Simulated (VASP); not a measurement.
Input:

```xyz
2
Lattice="2.9231 0.0000 0.0000 0.0000 2.9231 0.0000 0.0000 0.0000 2.9231" Properties=species:S:1:pos:R:3 pbc="T T T"
Al     1.4616     1.4616     1.4616
Ni     0.0000     0.0000     0.0000
```

Level of theory: PBE GGA, VASP's PBE PAW potentials (set 64) (plane waves; VASP). Numerical set-up: 520 eV cut-off, 13×13×13 Γ-centred mesh, first-order Methfessel-Paxton smearing of 0.10 eV, potentials Al Ni.

Question: Predict the energy per atom (σ→0), pressure, band gap (on the k-mesh) with the smallest direct gap where there is one.

Answer: 
- band gap (on the k-mesh): none (metal, semimetal or under 0.01 eV)
- energy per atom (σ→0): -5.266 eV/atom
- pressure: -4.75 GPa

Total energies compare only between runs with the same potentials, cut-off and functional.

The compound is NiAl in the CsCl type structure. This cell is one point of a volume scan, at 1.03 of the reference volume. The run is not spin-polarised, so no magnetic state was tried. The electron count is odd and the run is not spin-polarised, which forces a metal.
